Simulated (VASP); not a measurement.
# HfPb3I3 (Pm-3m) in VASP: notebook

Runs on HfPb3I3. Level: PBE. Tasks: single point.

All numbers are computed with VASP 6.6.1; they aren't measurements. Logs are shortened: lines on timing, memory, paths and dates and some standing lists are left out, and cuts for length are marked.

**1. The structure**

Symmetry: Pm-3m, No. 221, cubic system. Conventional cell: a = 6.468 Å, b = 6.468 Å, c = 6.468 Å, α = 90.00°, β = 90.00°, γ = 90.00°. Hf (site symmetry m-3m) is surrounded by 6 I at 3.23 Å. Pb (site symmetry 4/mmm) is surrounded by 4 I at 3.23 Å. Around I (site symmetry 4/mmm) lie 2 Hf at 3.23 Å and 4 Pb at 3.23 Å.

The cell was built by a generator and needn't be a form met in nature.

**2. Single point, PBE (species swapped into the Ca3AsBr3 type (Pm-3m, No. 221))**

Input file INCAR:

```
SYSTEM = HfPb3I3
ALGO = Fast
EDIFF = 1E-6
ENCUT = 520
GGA = PE
ISIF = 2
ISMEAR = 0
LASPH = .TRUE.
LCHARG = .FALSE.
LREAL = .FALSE.
LWAVE = .FALSE.
NBANDS = 46
NELM = 100
PREC = Accurate
SIGMA = 0.1
```

Input file KPOINTS:

```
k-points
0
G
  6 6 6
  0 0 0
```

Input file POSCAR:

```
HfPb3I3
1.0
    6.4676064777      0.0000000000      0.0000000000
    0.0000000000      6.4676064777      0.0000000000
    0.0000000000      0.0000000000      6.4676064777
Hf Pb I
1 3 3
Direct
    0.0000000000      0.0000000000      0.0000000000
    0.0000000000      0.5000000000      0.5000000000
    0.5000000000      0.0000000000      0.5000000000
    0.5000000000      0.5000000000      0.0000000000
    0.5000000000      0.0000000000      0.0000000000
    0.0000000000      0.5000000000      0.0000000000
    0.0000000000      0.0000000000      0.5000000000
```

Potentials or basis: VASP PAW PBE potentials, release 64 (Hf_pv, Pb_d, I).

Started as:

```bash
$ cat potpaw_PBE.64/Hf_pv/POTCAR potpaw_PBE.64/Pb_d/POTCAR potpaw_PBE.64/I/POTCAR > POTCAR
$ mpirun -np 1 vasp_std > vasp.out
```

OUTCAR:

```text
SYSTEM = HfPb3I3
   EDIFF = 1E-6
   ENCUT = 520
   GGA = PE
   ISIF = 2
   ISMEAR = 0
   LASPH = .TRUE.
   LREAL = .FALSE.
   NELM = 100
   PREC = Accurate

 ion  position               nearest neighbor table
   1  0.000  0.000  0.000-   5 3.23   6 3.23   7 3.23   7 3.23   6 3.23   5 3.23
   2  0.000  0.500  0.500-   6 3.23   7 3.23   6 3.23   7 3.23
   3  0.500  0.000  0.500-   5 3.23   7 3.23   5 3.23   7 3.23
   4  0.500  0.500  0.000-   5 3.23   6 3.23   5 3.23   6 3.23
   5  0.500  0.000  0.000-   1 3.23   3 3.23   4 3.23   3 3.23   4 3.23   1 3.23
   6  0.000  0.500  0.000-   1 3.23   2 3.23   4 3.23   2 3.23   1 3.23   4 3.23
   7  0.000  0.000  0.500-   1 3.23   2 3.23   3 3.23   1 3.23   2 3.23   3 3.23

  LATTYP: Found a simple cubic cell.
 ALAT       =     6.4676064777

  Lattice vectors:

 A1 = (   6.4676064777,   0.0000000000,   0.0000000000)
 A2 = (   0.0000000000,   6.4676064777,   0.0000000000)
 A3 = (   0.0000000000,   0.0000000000,   6.4676064777)

Analysis of symmetry for initial positions (statically):
=====================================================================
 Subroutine PRICEL returns:
 Original cell was already a primitive cell.

 Routine SETGRP: Setting up the symmetry group for a
 simple cubic supercell.

 Subroutine GETGRP returns: Found 48 space group operations
 (whereof 48 operations were pure point group operations)
 out of a pool of 48 trial point group operations.

The static configuration has the point symmetry O_h .

Analysis of symmetry for dynamics (positions and initial velocities):
=====================================================================
 Subroutine PRICEL returns:
 Original cell was already a primitive cell.

 Routine SETGRP: Setting up the symmetry group for a
 simple cubic supercell.

 Subroutine GETGRP returns: Found 48 space group operations
 (whereof 48 operations were pure point group operations)
 out of a pool of 48 trial point group operations.

The dynamic configuration has the point symmetry O_h .

 Subroutine INISYM returns: Found 48 space group operations
 (whereof 48 operations are pure point group operations),
 and found     1 'primitive' translations

----------------------------------------------------------------------------------------

                                     Primitive cell

  volume of cell :     270.5395

  direct lattice vectors                    reciprocal lattice vectors
[... 98 lines left out ...]
   ISIF   =      2    stress and relaxation
   ISYM   =      2    0-nonsym 1-usesym 2-fastsym
   POTIM  = 0.5000    time-step for ionic-motion
   TEBEG  =    0.0;   TEEND  =   0.0 temperature during run
   PSTRESS=    0.0 pullay stress
   NELECT =      73.0000    total number of electrons
   NUPDOWN=      -1.0000    fix difference up-down
   EMIN   =  10.00;   EMAX   =-10.00  energy-range for DOS
   EFERMI =   0.00;   METHOD = LEGACY
   ISMEAR =     0;   SIGMA  =   0.10  broadening in eV -4-tet -1-fermi 0-gaus
   EFERMI_NEDOS =   21; number of points for ismear=-14 and -15
   IALGO  =     68    algorithm
   IMIX   =      4    mixing-type and parameters
     AMIX     =   0.40;   BMIX     =  1.00
     AMIX_MAG =   1.60;   BMIX_MAG =  1.00
  volume/ion in A,a.u.               =      38.65       260.81
  Fermi-wavevector in a.u.,A,eV,Ry     =   1.057886  1.999115 15.226590  1.119123
  Thomas-Fermi vector in A             =   2.193175
   LORBIT       =      0    0 simple, 1 ext, 2 COOP (PROOUT), +10 PAW based schemes
   GGA     = PE    functional components
   LHFCALC =     F    Hartree Fock is set to
   AEXX    =    0.0000 exact exchange contribution
   IVDW    =     0    specifies the selected vdW correction
   LEPSILON=     F    determine dielectric tensor
   LRPA    =     F    only Hartree local field effects (RPA)
 non-spin polarized calculation
 RMM-DIIS sequential band-by-band and
 Gauss-broadening in eV      SIGMA  =   0.10
  energy-cutoff  :      520.00
  volume of cell :      270.54
 maximum number of plane-waves:      7320
   NGX = 25   NGY = 25   NGZ = 25

 number of electron      73.0000039 magnetization

 Free energy of the ion-electron system (eV)
  ---------------------------------------------------
  ext. energy  EPLUGINS =         0.00000000
  ---------------------------------------------------
  free energy    TOTEN  =       -20.99750385 eV

  energy without entropy =      -20.94526999  energy(sigma->0) =      -20.97138692

 E-fermi :   5.3051     XC(G=0):  -8.7346

 val. band max:        5.2845044273   @ k =   0.3333   0.3333   0.1667
 cond. band min:       5.3081364545   @ k =   0.5000   0.5000   0.1667
 fundamental gap:      0.0236320272
 Fermi energy:         5.3051304295

 k-point     1 :       0.0000    0.0000    0.0000
  band No.  band energies     occupation
      1     -27.2546      2.00000
      2     -27.2546      2.00000
      3     -27.2546      2.00000
      4     -12.5985      2.00000
      5     -12.5985      2.00000
      6     -12.5171      2.00000
[... 969 lines left out ...]
     45       6.5781      0.00000
     46       7.8528      0.00000

------------------------ aborting loop because EDIFF is reached ----------------------------------------

  FORCE on cell =-STRESS in cart. coord.  units (eV):
  Direction    XX          YY          ZZ          XY          YZ          ZX
  --------------------------------------------------------------------------------------
  -------------------------------------------------------------------------------------
  Total       -0.1360418     -0.1360418     -0.1360418     -0.0000000      0.0000000     -0.0000000
  in kB       -0.8056608     -0.8056608     -0.8056608     -0.0000000      0.0000000     -0.0000000
  external PRESSURE =      -0.8056608 kB  Pullay stress =       0.0000000 kB

 VOLUME and BASIS-vectors are now :
 -----------------------------------------------------------------------------
  energy-cutoff  :      520.00
  volume of cell :      270.54
      direct lattice vectors                 reciprocal lattice vectors
     6.467606478  0.000000000  0.000000000     0.154616705  0.000000000  0.000000000
     0.000000000  6.467606478  0.000000000     0.000000000  0.154616705  0.000000000
     0.000000000  0.000000000  6.467606478     0.000000000  0.000000000  0.154616705

 POSITION                                       TOTAL-FORCE (eV/Angst)
 -----------------------------------------------------------------------------------
      0.00000      0.00000      0.00000         0.000000      0.000000      0.000000
      0.00000      3.23380      3.23380         0.000000      0.000000      0.000000
      3.23380      0.00000      3.23380         0.000000      0.000000      0.000000
      3.23380      3.23380      0.00000         0.000000      0.000000      0.000000
      3.23380      0.00000      0.00000         0.000000      0.000000      0.000000
      0.00000      3.23380      0.00000         0.000000      0.000000      0.000000
      0.00000      0.00000      3.23380         0.000000      0.000000      0.000000
 -----------------------------------------------------------------------------------
    total drift:                                0.000000      0.000000     -0.000000

  FREE ENERGIE OF THE ION-ELECTRON SYSTEM (eV)
  ---------------------------------------------------
  free  energy   TOTEN  =       -20.9975038461 eV

  energy  without entropy=      -20.9452699888  energy(sigma->0) =      -20.97138692
```

stdout:

```text
POSCAR found type information on POSCAR HfPbI
 POSCAR found :  3 types and       7 ions
 scaLAPACK will be used
 LDA part: xc-table for (Slater+PW92), standard interpolation
 POSCAR, INCAR and KPOINTS ok, starting setup
 FFT: planning ... GRIDC
 FFT: planning ... GRID_SOFT
 FFT: planning ... GRID
 WAVECAR not read
 entering main loop
```

Run time: 9.1 min. Hardware: 1 thread of Intel Xeon Platinum 8375C at 2.90GHz (Ice Lake), shared host; peak memory 0.47 GiB.

What came out:

| Quantity | Value |
| --- | --- |
| Free energy | -20.9975 eV |
| Pressure | -0.1 GPa |
| Band gap on the k mesh | none (metal or under the smearing width) |

Caveat: an odd number of electrons without spin polarisation forces a metal; a magnetic or distorted state may lie lower. The run has no spin-orbit coupling, so splittings on Hf, I, Pb are missing.

**3. Single point, PBE**

Input file INCAR:

```
SYSTEM = HfPb3I3
PREC = Accurate
ENCUT = 520
EDIFF = 1E-7
ISMEAR = 0
SIGMA = 0.1
LREAL = .False.
LASPH = .True.
NELM = 100
ALGO = Fast
ISIF = 2
LWAVE = .False.
LCHARG = .False.
GGA = PE
NBANDS = 46
```

Input file KPOINTS:

```
regular mesh
0
Gamma
  6 6 6
  0 0 0
```

POSCAR is that of step 2.

Potentials or basis: VASP PAW PBE potentials, release 64 (Hf_pv, Pb_d, I).

Started as:

```bash
$ cat potpaw_PBE.64/Hf_pv/POTCAR potpaw_PBE.64/Pb_d/POTCAR potpaw_PBE.64/I/POTCAR > POTCAR
$ mpirun -np 1 vasp_std > vasp.out
```

OUTCAR:

```text
SYSTEM = HfPb3I3
   PREC = Accurate
   ENCUT = 520
   EDIFF = 1E-7
   ISMEAR = 0
   LREAL = .False.
   LASPH = .True.
   NELM = 100
   ISIF = 2
   GGA = PE

 ion  position               nearest neighbor table
   1  0.000  0.000  0.000-   5 3.23   6 3.23   7 3.23   7 3.23   6 3.23   5 3.23
   2  0.000  0.500  0.500-   6 3.23   7 3.23   6 3.23   7 3.23
   3  0.500  0.000  0.500-   5 3.23   7 3.23   5 3.23   7 3.23
   4  0.500  0.500  0.000-   5 3.23   6 3.23   5 3.23   6 3.23
   5  0.500  0.000  0.000-   1 3.23   3 3.23   4 3.23   3 3.23   4 3.23   1 3.23
   6  0.000  0.500  0.000-   1 3.23   2 3.23   4 3.23   2 3.23   1 3.23   4 3.23
   7  0.000  0.000  0.500-   1 3.23   2 3.23   3 3.23   1 3.23   2 3.23   3 3.23

  LATTYP: Found a simple cubic cell.
 ALAT       =     6.4676064777

  Lattice vectors:

 A1 = (   6.4676064777,   0.0000000000,   0.0000000000)
 A2 = (   0.0000000000,   6.4676064777,   0.0000000000)
 A3 = (   0.0000000000,   0.0000000000,   6.4676064777)

Analysis of symmetry for initial positions (statically):
=====================================================================
 Subroutine PRICEL returns:
 Original cell was already a primitive cell.

 Routine SETGRP: Setting up the symmetry group for a
 simple cubic supercell.

 Subroutine GETGRP returns: Found 48 space group operations
 (whereof 48 operations were pure point group operations)
 out of a pool of 48 trial point group operations.

The static configuration has the point symmetry O_h .

Analysis of symmetry for dynamics (positions and initial velocities):
=====================================================================
 Subroutine PRICEL returns:
 Original cell was already a primitive cell.

 Routine SETGRP: Setting up the symmetry group for a
 simple cubic supercell.

 Subroutine GETGRP returns: Found 48 space group operations
 (whereof 48 operations were pure point group operations)
 out of a pool of 48 trial point group operations.

The dynamic configuration has the point symmetry O_h .
[... 128 lines left out ...]
   LORBIT       =      0    0 simple, 1 ext, 2 COOP (PROOUT), +10 PAW based schemes
   GGA     = PE    functional components
   LHFCALC =     F    Hartree Fock is set to
   AEXX    =    0.0000 exact exchange contribution
   IVDW    =     0    specifies the selected vdW correction
   LEPSILON=     F    determine dielectric tensor
   LRPA    =     F    only Hartree local field effects (RPA)
 non-spin polarized calculation
 RMM-DIIS sequential band-by-band and
 Gauss-broadening in eV      SIGMA  =   0.10
  energy-cutoff  :      520.00
  volume of cell :      270.54
 maximum number of plane-waves:      7320
   NGX = 25   NGY = 25   NGZ = 25

 number of electron      73.0000039 magnetization

 Free energy of the ion-electron system (eV)
  ---------------------------------------------------
  ext. energy  EPLUGINS =         0.00000000
  ---------------------------------------------------
  free energy    TOTEN  =       -20.99750458 eV

  energy without entropy =      -20.94527038  energy(sigma->0) =      -20.97138748

 E-fermi :   5.3051     XC(G=0):  -8.7346

 val. band max:        5.2845039089   @ k =   0.3333   0.3333   0.1667
 cond. band min:       5.3081364368   @ k =   0.5000   0.5000   0.1667
 fundamental gap:      0.0236325279
 Fermi energy:         5.3051326259

 k-point     1 :       0.0000    0.0000    0.0000
  band No.  band energies     occupation
      1     -27.2546      2.00000
      2     -27.2546      2.00000
      3     -27.2546      2.00000
      4     -12.5985      2.00000
      5     -12.5985      2.00000
      6     -12.5171      2.00000
[... 969 lines left out ...]
     45       6.5781      0.00000
     46       7.8527      0.00000

------------------------ aborting loop because EDIFF is reached ----------------------------------------

  FORCE on cell =-STRESS in cart. coord.  units (eV):
  Direction    XX          YY          ZZ          XY          YZ          ZX
  --------------------------------------------------------------------------------------
  -------------------------------------------------------------------------------------
  Total       -0.1378839     -0.1378839     -0.1378839      0.0000000     -0.0000000      0.0000000
  in kB       -0.8165698     -0.8165698     -0.8165698      0.0000000     -0.0000000      0.0000000
  external PRESSURE =      -0.8165698 kB  Pullay stress =       0.0000000 kB

 VOLUME and BASIS-vectors are now :
 -----------------------------------------------------------------------------
  energy-cutoff  :      520.00
  volume of cell :      270.54
      direct lattice vectors                 reciprocal lattice vectors
     6.467606478  0.000000000  0.000000000     0.154616705  0.000000000  0.000000000
     0.000000000  6.467606478  0.000000000     0.000000000  0.154616705  0.000000000
     0.000000000  0.000000000  6.467606478     0.000000000  0.000000000  0.154616705

 POSITION                                       TOTAL-FORCE (eV/Angst)
 -----------------------------------------------------------------------------------
      0.00000      0.00000      0.00000         0.000000      0.000000      0.000000
      0.00000      3.23380      3.23380         0.000000      0.000000      0.000000
      3.23380      0.00000      3.23380         0.000000      0.000000      0.000000
      3.23380      3.23380      0.00000         0.000000      0.000000      0.000000
      3.23380      0.00000      0.00000         0.000000      0.000000      0.000000
      0.00000      3.23380      0.00000         0.000000      0.000000      0.000000
      0.00000      0.00000      3.23380         0.000000      0.000000      0.000000
 -----------------------------------------------------------------------------------
    total drift:                                0.000000      0.000000     -0.000000

  FREE ENERGIE OF THE ION-ELECTRON SYSTEM (eV)
  ---------------------------------------------------
  free  energy   TOTEN  =       -20.9975045758 eV

  energy  without entropy=      -20.9452703819  energy(sigma->0) =      -20.97138748
```

OSZICAR:

```text
N       E                     dE             d eps       ncg     rms          rms(c)
DAV:   1     0.733388965281E+03    0.73339E+03   -0.32254E+04  1840   0.151E+03
DAV:   2     0.705772362032E+02   -0.66281E+03   -0.64421E+03  1894   0.410E+02
DAV:   3    -0.169337867637E+02   -0.87511E+02   -0.85589E+02  2398   0.166E+02
[... 16 lines left out ...]
RMM:  20    -0.209975038492E+02   -0.47710E-06   -0.52078E-06  1577   0.238E-03    0.621E-04
RMM:  21    -0.209975041858E+02   -0.33654E-06   -0.36329E-06  1530   0.185E-03    0.248E-04
RMM:  22    -0.209975043959E+02   -0.21019E-06   -0.22056E-06  1485   0.138E-03    0.227E-04
RMM:  23    -0.209975045022E+02   -0.10622E-06   -0.10209E-06  1455   0.113E-03    0.509E-04
RMM:  24    -0.209975045758E+02   -0.73587E-07   -0.73100E-07  1248   0.837E-04
   1 F= -.20997505E+02 E0= -.20971387E+02  d E =-.522342E-01
```

stdout:

```text
POSCAR found type information on POSCAR HfPbI
 POSCAR found :  3 types and       7 ions
 scaLAPACK will be used
 LDA part: xc-table for (Slater+PW92), standard interpolation
 POSCAR, INCAR and KPOINTS ok, starting setup
 FFT: planning ... GRIDC
 FFT: planning ... GRID_SOFT
 FFT: planning ... GRID
 WAVECAR not read
 entering main loop
 num prob RMM:  19    -0.209975033721E+02   -0.11755E-05   -0.12279E-05  1615   0.312E-03    0.329E-04
 num prob RMM:  24    -0.209975045758E+02   -0.73587E-07   -0.73100E-07  1248   0.837E-04
```

Run time: 7.9 min. Hardware: 1 thread of Intel Xeon Platinum 8375C at 2.90GHz (Ice Lake), shared host; peak memory 0.48 GiB.

Results:

| Item | Value |
| --- | --- |
| Free energy | -20.9975 eV |
| Pressure | -0.1 GPa |
| Band gap on the k mesh | none (metal or under the smearing width) |

Caveat: an odd number of electrons without spin polarisation forces a metal; a magnetic or distorted state may lie lower. Spin-orbit coupling is left out, which matters for the levels of Hf, I, Pb.
